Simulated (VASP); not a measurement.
# A VASP study of ScAl3 (PBEsol + D3(BJ)): structure first, properties next, part 3 of 4

How well does PBEsol + D3(BJ) reproduce what experiment finds for ScAl3? The cell is relaxed first, and properties follow on it. The start is a computed cell from the Materials Project.

VASP 6.6.1; PBEsol with D3(BJ); plane waves and PAW (Sc_sv, Al).

Still holding for the runs below: The k-mesh is coarse for a metal.

So far. Step 5 (Band structure (PBEsol + D3(BJ))): There is no gap at this level. Step 5 (Band structure (PBEsol + D3(BJ))): Of the bands kept, 2 cross the Fermi level on this path.

## 6. Density of states (PBEsol + D3(BJ))

A density of states needs more k-points than a total energy; ISMEAR = -5 takes tetrahedra, and LORBIT projects the states on the PAW spheres. The mesh is finer than in the run before.

Contents of INCAR:

```
SYSTEM = ScAl3
PREC = Accurate
ENCUT = 400
EDIFF = 1E-06
NELM = 100
ISMEAR = -5
SIGMA = 0.2
LREAL = .FALSE.
ALGO = Normal
GGA = PS
IVDW = 12
NBANDS = 24
LASPH = .TRUE.
LORBIT = 11
LWAVE = .FALSE.
LCHARG = .FALSE.
KPAR = 4
NEDOS = 2001
```

Contents of POSCAR:

```
ScAl3
1.0
    4.0191528151      0.0000000000      0.0000000000
    0.0000000000      4.0191528151      0.0000000000
    0.0000000000      0.0000000000      4.0191528151
Sc Al
1 3
Direct
    0.0000000000      0.0000000000      0.0000000000
    0.5000000000      0.0000000000      0.5000000000
    0.0000000000      0.5000000000      0.5000000000
    0.5000000000      0.5000000000      0.0000000000
```

Contents of KPOINTS:

```
Automatic mesh
0
Gamma
7 7 7
0 0 0
```

The projector-augmented-wave data sets are Sc_sv and Al (PBE family, release 64).

On the command line:

```
$ mpirun -np 4 vasp_std
```

Output:

```text
[... set-up lines as in an earlier step ...]
 entering main loop
       N       E                     dE             d eps       ncg     rms          rms(c)
DAV:   1     0.976691446421E+02    0.97669E+02   -0.68622E+03   968   0.621E+02
DAV:   2    -0.183042329726E+02   -0.11597E+03   -0.11171E+03   968   0.207E+02
DAV:   3    -0.216492139559E+02   -0.33450E+01   -0.32994E+01  1328   0.382E+01
DAV:   4    -0.217454205532E+02   -0.96207E-01   -0.96296E-01  1208   0.602E+00
DAV:   5    -0.217503050055E+02   -0.48845E-02   -0.48985E-02  1400   0.135E+00    0.101E+01
DAV:   6    -0.208168077178E+02    0.93350E+00   -0.17638E+00  1336   0.149E+01    0.361E+00
DAV:   7    -0.207590261034E+02    0.57782E-01   -0.82558E-02  1256   0.162E+00    0.210E+00
DAV:   8    -0.207346349529E+02    0.24391E-01   -0.28171E-02  1496   0.107E+00    0.292E-01
DAV:   9    -0.207342793061E+02    0.35565E-03   -0.38702E-03  1384   0.547E-01    0.189E-01
DAV:  10    -0.207339604354E+02    0.31887E-03   -0.40753E-04  1528   0.190E-01    0.744E-02
DAV:  11    -0.207340692969E+02   -0.10886E-03   -0.69663E-05  1496   0.568E-02    0.249E-02
DAV:  12    -0.207339920591E+02    0.77238E-04   -0.48567E-05  1360   0.706E-02    0.403E-03
DAV:  13    -0.207340044511E+02   -0.12392E-04   -0.26047E-06  1216   0.166E-02    0.342E-03
DAV:  14    -0.207339989443E+02    0.55068E-05   -0.45431E-07   744   0.730E-03    0.293E-04
DAV:  15    -0.207339987224E+02    0.22181E-06   -0.15456E-07   656   0.230E-03
   1 F= -.22278732E+02 E0= -.22278732E+02  d E =0.000000E+00
 -----------------------------------------------------------------------------
|                                                                             |
|           W    W    AA    RRRRR   N    N  II  N    N   GGGG   !!!           |
|           W    W   A  A   R    R  NN   N  II  NN   N  G    G  !!!           |
|           W    W  A    A  R    R  N N  N  II  N N  N  G       !!!           |
|           W WW W  AAAAAA  RRRRR   N  N N  II  N  N N  G  GGG   !            |
|           WW  WW  A    A  R   R   N   NN  II  N   NN  G    G                |
|           W    W  A    A  R    R  N    N  II  N    N   GGGG   !!!           |
|                                                                             |
|     Tetrahedron method does not include variations of the Fermi             |
|     occupations, so forces and stress will be inaccurate. We suggest        |
|     using a different smearing scheme ISMEAR = 1 or 2 for metals in         |
|     relaxations.                                                            |
|                                                                             |
 -----------------------------------------------------------------------------
```

Wall time 8.8 s (4 MPI ranks of Intel Xeon Platinum 8559C (Emerald Rapids), shared host); peak memory 0.64 GiB; 31 s of CPU time.

Parts of OUTCAR (step 6):

```text
   k-points           NKPTS =     20   k-points in BZ     NKDIM =     20   number of bands    NBANDS=     24

   NELECT =      20.0000    total number of electrons

 E-fermi :   7.6061

 k-point     1 :       0.0000    0.0000    0.0000
  band No.  band energies     occupation
    ...
      6       4.9786      2.00000
      7       4.9786      2.00000
      8       5.8415      2.00000
      9       5.8415      2.00000
     10       5.8415      2.00000
     11       8.8757      0.00000
     12       8.9939      0.00000
     13       8.9939      0.00000
     14       8.9939      0.00000
     15      12.8811      0.00000
    ...

 Edisp (eV)   -1.54473

  Total       0.01631     0.01631     0.01631     0.00000    -0.00000     0.00000
  in kB       0.40261     0.40261     0.40261     0.00000    -0.00000     0.00000
  external pressure =        0.40 kB  Pullay stress =        0.00 kB

  FREE ENERGIE OF THE ION-ELECTRON SYSTEM (eV)
  ---------------------------------------------------
  free  energy   TOTEN  =       -22.2787322165 eV

  energy  without entropy=      -22.2787322165  energy(sigma->0) =      -22.27873222

[... 7 parts as in an earlier step ...]

[... 10 further parts left out ...]
```

With tetrahedra the forces and stress of a metal are not exact derivatives of the energy.

This step gave:

| Quantity | Value |
| --- | --- |
| SCF cycles | 15 |
| irreducible k-points | 20 |
| free energy (TOTEN) | -22.28 eV |
| Fermi energy | 7.606 eV |
| pressure | 0.04026 GPa |
| DOS at the Fermi level | 1.393 states/eV/cell |

The density of states has structure finer than the step of the table below, so its rows give means over 0.5 eV, whole bins alone (the curve runs from -12.0 to 5.34 eV). Peaks (eV: height): total -1.71: 3.84, 2.32: 4.99, 2.72: 4.62, 3.86: 5.18; Sc d 2.32: 2.58, 2.72: 2.61, 3.86: 1.72, 4.33: 1.88; Al p -2.65: 0.331, -1.71: 0.586, 3.86: 0.376, 4.94: 0.296; Al s -5.54: 0.314, 2.32: 0.268, 3.93: 0.409, 5.00: 0.241; Sc p -2.78: 0.0785, 2.86: 0.164, 3.86: 0.176, 5.00: 0.133.

States under -12.0 eV and over 5.3 eV are left out. Density of states against energy, zero at the Fermi level; means over each step; values in states/eV/cell:

| energy (eV) | total | Sc d | Al p | Al s | Sc p | Sc s |
| --- | --- | --- | --- | --- | --- | --- |
| -10.5 | 0 | 0 | 0 | 0 | 0 | 0 |
| -10.0 | 0.139 | 0 | 9.3e-4 | 0.0339 | 7.0e-4 | 0.00743 |
| -9.5 | 0.356 | 3.0e-4 | 0.00479 | 0.0850 | 0.00351 | 0.0168 |
| -9.0 | 0.508 | 0.00144 | 0.0111 | 0.118 | 0.00798 | 0.0189 |
| -8.5 | 0.810 | 0.00425 | 0.0237 | 0.185 | 0.0168 | 0.0215 |
| -8.0 | 0.828 | 0.00898 | 0.0313 | 0.183 | 0.0181 | 0.0157 |
| -7.5 | 0.672 | 0.0134 | 0.0326 | 0.142 | 0.0133 | 0.00794 |
| -7.0 | 0.619 | 0.0152 | 0.0359 | 0.120 | 0.0103 | 0.0141 |
| -6.5 | 0.714 | 0.0163 | 0.0454 | 0.128 | 0.0139 | 0.0277 |
| -6.0 | 1.02 | 0.0262 | 0.0670 | 0.181 | 0.0252 | 0.0365 |
| -5.5 | 1.38 | 0.0432 | 0.0845 | 0.261 | 0.0437 | 0.0317 |
| -5.0 | 1.38 | 0.0720 | 0.0789 | 0.273 | 0.0404 | 0.0157 |
| -4.5 | 1.20 | 0.0815 | 0.0887 | 0.206 | 0.0281 | 0.0148 |
| -4.0 | 0.968 | 0.0783 | 0.0908 | 0.130 | 0.0208 | 0.0163 |
| -3.5 | 1.57 | 0.133 | 0.188 | 0.129 | 0.0378 | 0.0434 |
| -3.0 | 1.53 | 0.149 | 0.203 | 0.0888 | 0.0438 | 0.0308 |
| -2.5 | 1.89 | 0.226 | 0.278 | 0.0599 | 0.0583 | 0.0243 |
| -2.0 | 2.32 | 0.363 | 0.351 | 0.0499 | 0.0593 | 0.0169 |
| -1.5 | 2.72 | 0.599 | 0.376 | 0.0490 | 0.0389 | 0.0136 |
| -1.0 | 1.21 | 0.305 | 0.153 | 0.0278 | 0.0155 | 0.00954 |
| -0.5 | 1.37 | 0.405 | 0.159 | 0.0291 | 0.0145 | 0.0119 |
| 0.0 | 1.35 | 0.386 | 0.141 | 0.0399 | 0.0141 | 0.0183 |
| 0.5 | 1.07 | 0.304 | 0.0975 | 0.0438 | 0.0116 | 0.0183 |
| 1.0 | 2.89 | 0.931 | 0.243 | 0.0954 | 0.0490 | 0.0414 |
| 1.5 | 1.85 | 0.560 | 0.154 | 0.0544 | 0.0481 | 0.0415 |
| 2.0 | 2.98 | 1.31 | 0.112 | 0.0919 | 0.0489 | 0.166 |
| 2.5 | 3.72 | 2.05 | 0.148 | 0.112 | 0.0621 | 0.0562 |
| 3.0 | 3.50 | 1.52 | 0.171 | 0.134 | 0.125 | 0.0533 |
| 3.5 | 1.66 | 0.582 | 0.105 | 0.170 | 0.0418 | 0.00546 |
| 4.0 | 3.71 | 1.46 | 0.233 | 0.306 | 0.0953 | 0.00582 |
| 4.5 | 2.42 | 0.961 | 0.179 | 0.157 | 0.0606 | 0.0152 |
| 5.0 | 2.73 | 0.796 | 0.265 | 0.214 | 0.117 | 0.0344 |

The finer mesh and the other smearing move the Fermi level by -0.19 eV from the 5×5×5 run, one measure of the sampling error in the zero of the bands above. Of the states within 0.3 eV of the Fermi level, the largest shares in the PAW spheres are Sc d 29 % and Al p 11 %. The rest lies in smaller channels or between the spheres.

## 7. Field gradients at the nuclei (PBEsol + D3(BJ))

Field gradients probe how far the charge around each nucleus departs from cubic symmetry; LASPH keeps the non-spherical terms inside the spheres.

Contents of INCAR:

```
SYSTEM = ScAl3
PREC = Accurate
ENCUT = 400
EDIFF = 1E-07
NELM = 100
ISMEAR = 1
SIGMA = 0.2
LREAL = .FALSE.
ALGO = Normal
GGA = PS
IVDW = 12
NBANDS = 16
LASPH = .TRUE.
LORBIT = 11
LWAVE = .FALSE.
LCHARG = .FALSE.
KPAR = 4
LEFG = .TRUE.
```

POSCAR is that of step 6.

Contents of KPOINTS:

```
Automatic mesh
0
Gamma
5 5 5
0 0 0
```

On the command line:

```
$ mpirun -np 4 vasp_std
```

Output:

```text
[... set-up lines as in an earlier step ...]
 entering main loop
       N       E                     dE             d eps       ncg     rms          rms(c)
[... 12 cycles as in an earlier step ...]
DAV:  13    -0.207446562050E+02    0.29763E-07   -0.10268E-06   440   0.112E-02    0.279E-03
DAV:  14    -0.207446562725E+02   -0.67422E-07   -0.24706E-07   368   0.540E-03
ion   1
     0.0000000     0.0000000    -0.0000000    -0.0000000     0.0000000     0.0000000
     0.0000413     0.0000000    -0.0000000    -0.0000000     0.0000000     0.0000000
     0.0000569     0.0000000    -0.0000000    -0.0000000     0.0000000     0.0000000
     0.0000784     0.0000000    -0.0000000    -0.0000000     0.0000000     0.0000000
     0.0001079     0.0000000    -0.0000000    -0.0000000     0.0000000     0.0000000

     0.0000000     0.0000000     0.0000000    -0.0000000     0.0000000     0.0000000
     0.0000413     0.0000000     0.0000000    -0.0000000     0.0000000     0.0000000
     0.0000569     0.0000000     0.0000000    -0.0000000     0.0000000     0.0000000
     0.0000784     0.0000000     0.0000000    -0.0000000     0.0000000     0.0000000
     0.0001079     0.0000000     0.0000000    -0.0000000     0.0000000     0.0000000

ion   2
     0.0000000     0.0000000    -0.0000000     0.3800534     0.0000000     0.6582717
     0.0000349     0.0000000    -0.0000000     0.3800534     0.0000000     0.6582717
     0.0000480     0.0000000    -0.0000000     0.3800534     0.0000000     0.6582717
     0.0000661     0.0000000    -0.0000000     0.3800534     0.0000000     0.6582717
     0.0000910     0.0000000    -0.0000000     0.3800534     0.0000000     0.6582717

     0.0000000     0.0000000    -0.0000000     6.9868437     0.0000000    12.1015683
     0.0000349     0.0000000    -0.0000000     6.9868341     0.0000000    12.1015517
     0.0000480     0.0000000    -0.0000000     6.9868281     0.0000000    12.1015413
     0.0000661     0.0000000    -0.0000000     6.9868181     0.0000000    12.1015240
     0.0000910     0.0000000    -0.0000000     6.9868015     0.0000000    12.1014952

ion   3
     0.0000000     0.0000000    -0.0000000     0.3800534    -0.0000000    -0.6582717
     0.0000349     0.0000000    -0.0000000     0.3800534    -0.0000000    -0.6582717
     0.0000480     0.0000000    -0.0000000     0.3800534    -0.0000000    -0.6582717
     0.0000661     0.0000000    -0.0000000     0.3800534    -0.0000000    -0.6582717
     0.0000910     0.0000000    -0.0000000     0.3800534    -0.0000000    -0.6582717

     0.0000000     0.0000000    -0.0000000     6.9868437    -0.0000000   -12.1015683
     0.0000349     0.0000000    -0.0000000     6.9868341    -0.0000000   -12.1015517
     0.0000480     0.0000000    -0.0000000     6.9868281    -0.0000000   -12.1015413
     0.0000661     0.0000000    -0.0000000     6.9868181    -0.0000000   -12.1015240
     0.0000910     0.0000000    -0.0000000     6.9868015    -0.0000000   -12.1014952

ion   4
     0.0000000     0.0000000     0.0000000    -0.7601067     0.0000000    -0.0000000
     0.0000349     0.0000000     0.0000000    -0.7601067     0.0000000    -0.0000000
     0.0000480     0.0000000     0.0000000    -0.7601067     0.0000000    -0.0000000
     0.0000661     0.0000000     0.0000000    -0.7601067     0.0000000    -0.0000000
     0.0000910     0.0000000     0.0000000    -0.7601067     0.0000000    -0.0000000

     0.0000000     0.0000000     0.0000000   -13.9736874     0.0000000    -0.0000000
     0.0000349     0.0000000     0.0000000   -13.9736682     0.0000000    -0.0000000
     0.0000480     0.0000000     0.0000000   -13.9736563     0.0000000    -0.0000000
     0.0000661     0.0000000     0.0000000   -13.9736363     0.0000000    -0.0000000
     0.0000910     0.0000000     0.0000000   -13.9736031     0.0000000    -0.0000000

   1 F= -.22289390E+02 E0= -.22287779E+02  d E =-.483348E-02
```

The job ended after 6.2 s (4 MPI ranks; peak memory 0.61 GiB; 20 s of CPU time).

Parts of OUTCAR (step 7):

```text
   NELECT =      20.0000    total number of electrons

 E-fermi :   7.7974

 k-point     1 :       0.0000    0.0000    0.0000
  band No.  band energies     occupation
    ...
      6       4.9651      2.00000
      7       4.9651      2.00000
      8       5.8493      2.00000
      9       5.8493      2.00000
     10       5.8493      2.00000
     11       8.8976     -0.00000
     12       8.9703     -0.00000
     13       8.9703     -0.00000
     14       8.9703     -0.00000
     15      12.8655      0.00000
    ...

 Edisp (eV)   -1.54473

  Total      -0.00413    -0.00413    -0.00413    -0.00000    -0.00000     0.00000
  in kB      -0.10200    -0.10200    -0.10200    -0.00000    -0.00000     0.00000
  external pressure =       -0.10 kB  Pullay stress =        0.00 kB

  FREE ENERGIE OF THE ION-ELECTRON SYSTEM (eV)
  ---------------------------------------------------
  free  energy   TOTEN  =       -22.2893897665 eV

  energy  without entropy=      -22.2845562826  energy(sigma->0) =      -22.28777861

 Electric field gradients after diagonalization (V/A^2)
 (convention: |V_zz| > |V_xx| > |V_yy|)
----------------------------------------------------------------------
 ion       V_xx      V_yy      V_zz     asymmetry (V_yy - V_xx)/ V_zz
----------------------------------------------------------------------
   1      -0.000    -0.000    -0.000      -0.246
   2      -8.705    -8.705    17.410       0.000
   3      -8.705    -8.705    17.410       0.000
   4      -8.705    -8.705    17.410       0.000
----------------------------------------------------------------------

[... 10 parts as in an earlier step ...]

[... 8 further parts left out ...]
```

This step gave:

| Item | Value |
| --- | --- |
| SCF cycles | 14 |
| bands | 16 |
| irreducible k-points | 10 |
| free energy (TOTEN) | -22.29 eV |
| Fermi energy | 7.797 eV |
| pressure | -0.01020 GPa |

Electric field gradients, by row:

| atom | Vxx (V/Å²) | Vyy (V/Å²) | Vzz (V/Å²) | asymmetry |
| --- | --- | --- | --- | --- |
| Sc1 | 0 | 0 | 0 | - |
| Al2 | -8.705 | -8.705 | 17.41 | 0 |
| Al3 | -8.705 | -8.705 | 17.41 | 0 |
| Al4 | -8.705 | -8.705 | 17.41 | 0 |

The largest gradient, 17.41 V/Å², sits on Al2 and like sites; times the quadrupole moment of a nucleus that has one, it gives the coupling that NMR and NQR see.

## 8. Volume scan with PBEsol + D3(BJ)

An equation of state needs energies on both sides of the minimum, all on one mesh and cutoff.

INCAR: that of step 7 with these lines changed.

```diff
@@ -3,3 +3,3 @@
 ENCUT = 400
-EDIFF = 1E-07
+EDIFF = 1E-06
 NELM = 100
@@ -17,2 +17,2 @@
 KPAR = 4
-LEFG = .TRUE.
+ISIF = 2
```

Contents of POSCAR:

```
ScAl3
1.0
    3.9371062665      0.0000000000      0.0000000000
    0.0000000000      3.9371062665      0.0000000000
    0.0000000000      0.0000000000      3.9371062665
Sc Al
1 3
Direct
    0.0000000000      0.0000000000      0.0000000000
    0.5000000000      0.0000000000      0.5000000000
    0.0000000000      0.5000000000      0.5000000000
    0.5000000000      0.5000000000      0.0000000000
```

KPOINTS is that of step 7.

On the command line:

```
$ mpirun -np 4 vasp_std
```

Output:

```text
[... set-up lines as in an earlier step ...]
 entering main loop
       N       E                     dE             d eps       ncg     rms          rms(c)
DAV:   1     0.992487017628E+02    0.99249E+02   -0.72964E+03   320   0.932E+02
DAV:   2    -0.167393864234E+02   -0.11599E+03   -0.11347E+03   328   0.292E+02
DAV:   3    -0.214394028049E+02   -0.47000E+01   -0.46286E+01   496   0.544E+01
DAV:   4    -0.215192179961E+02   -0.79815E-01   -0.79798E-01   416   0.732E+00
DAV:   5    -0.215206086123E+02   -0.13906E-02   -0.13906E-02   472   0.977E-01    0.113E+01
DAV:   6    -0.206417528394E+02    0.87886E+00   -0.38667E+00   504   0.222E+01    0.431E+00
DAV:   7    -0.205848989607E+02    0.56854E-01   -0.79930E-02   344   0.209E+00    0.224E+00
DAV:   8    -0.205621974241E+02    0.22702E-01   -0.26432E-02   504   0.119E+00    0.263E-01
DAV:   9    -0.205618745067E+02    0.32292E-03   -0.21133E-03   400   0.431E-01    0.135E-01
DAV:  10    -0.205618445898E+02    0.29917E-04   -0.13316E-04   528   0.109E-01    0.929E-02
DAV:  11    -0.205618399617E+02    0.46282E-05   -0.14333E-05   432   0.244E-02    0.722E-02
DAV:  12    -0.205618375624E+02    0.23993E-05   -0.19821E-05   512   0.470E-02    0.364E-03
DAV:  13    -0.205618374978E+02    0.64601E-07   -0.41781E-07   264   0.742E-03
   1 F= -.22206530E+02 E0= -.22204571E+02  d E =-.587766E-02
```

Wall time 5.8 s (4 MPI ranks); peak memory 0.6 GiB; 19 s of CPU time.

From OUTCAR (step 8):

```text
   ENCUT  =  400.0 eV  29.40 Ry    5.42 a.u.   6.42  6.42  6.42*2*pi/ulx,y,z

   NELECT =      20.0000    total number of electrons

 E-fermi :   8.3839

 k-point     1 :       0.0000    0.0000    0.0000
  band No.  band energies     occupation
    ...
      6       5.4606      2.00000
      7       5.4606      2.00000
      8       6.4218      2.00000
      9       6.4218      2.00000
     10       6.4218      2.00000
     11       9.4730     -0.00000
     12       9.5801     -0.00000
     13       9.5801     -0.00000
     14       9.5801     -0.00000
     15      13.9947      0.00000
    ...

 Edisp (eV)   -1.64469

  Total       2.67922     2.67922     2.67922    -0.00000     0.00000    -0.00000
  in kB      70.33773    70.33773    70.33773    -0.00000     0.00000    -0.00000
  external pressure =       70.34 kB  Pullay stress =        0.00 kB

 POSITION                                       TOTAL-FORCE (eV/Angst)
 -----------------------------------------------------------------------------------
      0.00000      0.00000      0.00000         0.000000      0.000000      0.000000
      1.96855      0.00000      1.96855         0.000000      0.000000      0.000000
      0.00000      1.96855      1.96855         0.000000      0.000000      0.000000
      1.96855      1.96855      0.00000         0.000000      0.000000      0.000000
 -----------------------------------------------------------------------------------
    total drift:                               -0.000000     -0.000000     -0.000000

  FREE ENERGIE OF THE ION-ELECTRON SYSTEM (eV)
  ---------------------------------------------------
  free  energy   TOTEN  =       -22.2065299019 eV

  energy  without entropy=      -22.2006522455  energy(sigma->0) =      -22.20457068

[... 4 parts as in an earlier step ...]

[... 12 further parts left out ...]
```

The scan keeps the cell's shape and the fractional positions fixed.

This step gave:

```yaml
scf_cycles: 13
free_energy_toten: -22.21 eV
energy_at_zero_smearing: -22.20 eV
fermi_energy: 8.384 eV
pressure: 7.034 GPa
```

The pressure here is 7.03 GPa.

[end of part 3 of 4]

[Lines on the potential files, build, host, timing and source positions are cut from VASP's logs without a mark.]

[Logs are printed without paths, hosts, clocks, repeated set-up lines and the standing remarks that a program may print on its own settings, such as how far it seeks lower states.]

[Hosts, paths, dates, database ids (printed as entryN), source tags and the programs' standing remarks are cut or masked in the printed files.]

[A measured line is paired with the nearest computed mode of its activity, which favours agreement.]
